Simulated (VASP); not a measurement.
Here is the system:

```xyz
4
Lattice="3.3912 0.0000 0.0000 -1.6956 2.9368 0.0000 0.0000 0.0000 5.3433" Properties=species:S:1:pos:R:3 pbc="T T T"
Mn     1.6956     0.9789     0.0316
Mn     0.0000     1.9579     2.7033
O      1.6956     0.9789     3.3090
O      0.0000     1.9579     0.6373
```
Starting moments (μB, in the order of the record's atoms Mn Mn O O): 4.4 4.4 0.2 0.2.

These are PBEsol GGA, VASP's PBE PAW potentials (set 64) (plane waves; VASP 6.6.1) values and carry that method's errors. Settings: 520 eV cut-off, 12×12×7 Γ-centred mesh, tetrahedra with Blöchl corrections, potentials Mn_pv O.

The moments were started parallel, and other spin orders were not tried in this run.

Problem. What does the run give for the cell moment, energy per atom (σ→0), band gap (on the k-mesh) with the smallest direct gap where there is one?

Solution. 
```yaml
band gap (on the k-mesh): none (metal, semimetal or under 0.01 eV)
cell_moment: 10.00 μB
energy per atom (σ→0): -8.580 eV/atom
```

Problem. Give the moment on each site (PAW-sphere projection).

Solution. 
```json
[
 {"site": "Mn1", "moment (μB)": "4.41"},
 {"site": "Mn2", "moment (μB)": "4.41"},
 {"site": "O3", "moment (μB)": "0.20"},
 {"site": "O4", "moment (μB)": "0.20"}
]
```

Only differences to runs with the same potentials and settings are physical.

The structure was generated: MnO was put into the wurtzite type (P6_3mc), which need not be its known phase. It was relaxed first, which changed the volume by +6 %.
